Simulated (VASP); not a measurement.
Here is the system:

```
VSi
1.0
    2.76105     0.00000     0.00000
   -1.38052     2.39114     0.00000
    0.00000     0.00000     3.88009
V Si
1 1
Direct
  0.00000   0.00000   0.00000
  0.66667   0.33333   0.50000
```

These are PBEsol GGA with spin-orbit coupling, VASP's PBE PAW potentials (set 64) (plane waves; VASP 6.6.1) values and carry that method's errors. Settings: 400 eV cut-off, 14×14×9 Γ-centred mesh, Gaussian smearing of 0.050 eV, potentials V_sv Si.

### Question
Give the energies of bands 10 to 23 at the high-symmetry points, in eV from the Fermi level.

### Answer

| band | Γ | M | K | A | L | H |
|---|---|---|---|---|---|---|
| 10 | -12.63 | -7.03 | -5.40 | -11.39 | -7.13 | -5.65 |
| 11 | -3.19 | -6.12 | -4.92 | -7.07 | -5.20 | -4.78 |
| 12 | -3.19 | -6.12 | -4.91 | -7.07 | -5.20 | -4.77 |
| 13 | -2.65 | -3.28 | -4.20 | -0.98 | -3.47 | -3.18 |
| 14 | -2.65 | -3.28 | -4.19 | -0.98 | -3.47 | -3.16 |
| 15 | 0.04 | -2.25 | -2.48 | 0.14 | -0.82 | -2.68 |
| 16 | 0.04 | -2.25 | -2.47 | 0.14 | -0.82 | -2.65 |
| 17 | 0.08 | 0.69 | -1.30 | 0.18 | -0.13 | -0.95 |
| 18 | 0.08 | 0.69 | -1.28 | 0.18 | -0.13 | -0.94 |
| 19 | 1.42 | 2.82 | 1.15 | 1.09 | 0.14 | 0.35 |
| 20 | 1.42 | 2.82 | 1.20 | 1.09 | 0.14 | 0.35 |
| 21 | 1.45 | 3.43 | 1.46 | 1.12 | 2.74 | 3.04 |
| 22 | 1.45 | 3.43 | 1.50 | 1.12 | 2.74 | 3.05 |
| 23 | 5.16 | 4.00 | 3.32 | 8.88 | 2.84 | 3.48 |

It has no gap at this level: it comes out as a metal or semimetal.

The structure was generated: VSi was put into the WC type (P-6m2), which need not be its known phase. It was relaxed first, which changed the volume by -15 %.
